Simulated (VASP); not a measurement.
Input:

```
CELL_PARAMETERS angstrom
     -1.60500     1.60500     3.92500
      1.60500    -1.60500     3.92500
      1.60500     1.60500    -3.92500
ATOMIC_POSITIONS crystal
  Si 0.64009 0.65044 0.95424
  Si 0.35476 0.33914 0.01113
  Mo 0.00515 0.01042 0.03463
```

Calculation: PBEsol GGA, VASP's PBE PAW potentials (set 64) (plane waves; VASP 6.6.1). Numerical set-up: 180 eV cut-off, 3×3×3 Γ-centred mesh shifted by (0.5, 0.5, 0.5), Gaussian smearing of 0.27 eV, potentials Si Mo_sv.

At this cut-off the stress carries a Pulay error, which pulls relaxed volumes low.  Energy and stress use the plane-wave basis of the starting cell.

Problem. The ions, cell shape and volume are relaxed. What does this cell relax into?

Solution. 
```
CELL_PARAMETERS angstrom
     -1.53566     1.53568     3.73807
      1.53582    -1.53584     3.73826
      1.53583     1.53598    -3.73814
ATOMIC_POSITIONS crystal
  Si 0.66637 0.66633 0.00002
  Si 0.33363 0.33364 0.99995
  Mo 0.00000 0.00003 0.00003
```
Space group I4/mmm (139), at a tolerance of 0.03 Å.

Problem. How do energy and volume change from the first to the last step?

Solution. The energy (σ→0) changes by -437.9 meV/atom and the volume by -12.8 %, in 18 ionic steps.

The structure is a typed MoSi2 crystal. In the starting cell atoms are displaced from their ideal sites. This run relaxes it. The k-mesh is coarse (spacing up to 0.96 per Å, 2π included), so the numbers may not be converged in it. The run is one of a series of settings (EDIFFG = -0.01, ENCUT = 180, IBRION = 2, ISIF = 3, NSW = 50, KPOINTS 3×3×3 Γ-centred mesh shifted by (0.5, 0.5, 0.5) against the base run), some of them coarse on purpose.
